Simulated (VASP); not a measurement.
Method: PBEsol GGA, VASP's PBE PAW potentials (set 64) (plane waves; VASP).

VASP input:

### POSCAR
```
WTe
3.9047080
  0.0000000000   0.7071067203   0.7071067203
  0.7071067203   0.0000000000   0.7071067203
  0.7071067203   0.7071067203   0.0000000000
W Te
1 1
direct
  0.0000000000   0.0000000000   0.0000000000
  0.5000000000   0.5000000000   0.5000000000
```

INCAR:
```
! general
SYSTEM  = WTe
PREC    = Accurate
ENCUT   = 400
LREAL   = .FALSE.
LASPH   = .TRUE.

! electronic loop
EDIFF   = 1E-7
NELM    = 100
ALGO    = Normal
LMAXMIX = 6

! smearing
ISMEAR  = -5

! functional
GGA     = PS

! ions
ISIF    = 2

! output
LWAVE   = .FALSE.
LCHARG  = .TRUE.
LORBIT  = 11
NEDOS   = 601
```

KPOINTS:
```
Automatic mesh
0
G
13 13 13
0 0 0
```

POTCAR, in this order: W_sv Te (PBE.64 set). Program: vasp_std.

The resulting files:

OSZICAR:
```
       N       E                     dE             d eps       ncg     rms          rms(c)
DAV:   1     0.115059275544E+03    0.11506E+03   -0.88611E+03  2360   0.118E+03
DAV:   2    -0.108166360371E+02   -0.12588E+03   -0.12399E+03  2814   0.315E+02
DAV:   3    -0.146960698602E+02   -0.38794E+01   -0.37691E+01  2874   0.518E+01
DAV:   4    -0.147444911011E+02   -0.48421E-01   -0.48506E-01  2552   0.636E+00
DAV:   5    -0.147453642646E+02   -0.87316E-03   -0.87451E-03  2880   0.892E-01    0.151E+01
DAV:   6    -0.144003425399E+02    0.34502E+00   -0.16459E+00  2532   0.978E+00    0.606E+00
DAV:   7    -0.143743991532E+02    0.25943E-01   -0.60354E-02  2580   0.171E+00    0.313E+00
DAV:   8    -0.143672140117E+02    0.71851E-02   -0.16592E-02  2850   0.841E-01    0.205E-01
DAV:   9    -0.143670559968E+02    0.15801E-03   -0.35175E-04  2456   0.145E-01    0.118E-01
DAV:  10    -0.143670260032E+02    0.29994E-04   -0.13652E-04  2694   0.115E-01    0.189E-02
DAV:  11    -0.143670215138E+02    0.44894E-05   -0.37487E-06  2640   0.215E-02    0.798E-03
DAV:  12    -0.143670223881E+02   -0.87431E-06   -0.33163E-07  2454   0.463E-03    0.130E-03
DAV:  13    -0.143670224045E+02   -0.16413E-07   -0.16341E-08  1236   0.996E-04
   1 F= -.14367022E+02 E0= -.14367022E+02  d E =0.000000E+00
```

### OUTCAR
```
------------------------ aborting loop because EDIFF is reached ----------------------------------------
  FORCE on cell =-STRESS in cart. coord.  units (eV):
  Direction    XX          YY          ZZ          XY          YZ          ZX
  --------------------------------------------------------------------------------------
  Total       -0.0218830     -0.0218830     -0.0218830      0.0000000      0.0000000      0.0000000
  in kB       -0.8328513     -0.8328513     -0.8328513      0.0000000      0.0000000      0.0000000
  external PRESSURE =      -0.8328513 kB  Pullay stress =       0.0000000 kB
  volume of cell :       42.10
      direct lattice vectors                 reciprocal lattice vectors
     0.000000000  2.761045268  2.761045268    -0.181090838  0.181090838  0.181090838
     2.761045268  0.000000000  2.761045268     0.181090838 -0.181090838  0.181090838
     2.761045268  2.761045268  0.000000000     0.181090838  0.181090838 -0.181090838
 POSITION                                       TOTAL-FORCE (eV/Angst)
 -----------------------------------------------------------------------------------
      0.00000      0.00000      0.00000        -0.000000     -0.000000      0.000000
      2.76105      2.76105      2.76105         0.000000      0.000000     -0.000000
 -----------------------------------------------------------------------------------
    total drift:                               -0.000000      0.000000      0.000000
  FREE ENERGIE OF THE ION-ELECTRON SYSTEM (eV)
  ---------------------------------------------------
  free  energy   TOTEN  =       -14.3670224045 eV

  energy  without entropy=      -14.3670224045  energy(sigma->0) =      -14.36702240

 total charge

# of ion       s       p       d       tot
------------------------------------------
    1        2.328   6.132   3.530  11.990
    2        1.326   2.003   0.157   3.487
--------------------------------------------------
tot          3.655   8.135   3.687  15.477
```
(Selected blocks of OUTCAR.)

For a metal the tetrahedron method with Blöchl corrections gives inexact stress and forces.

The structure was generated: WTe was put into the rock salt type (Fm-3m), which need not be its known phase. It was relaxed first, which changed the volume by -38 %.
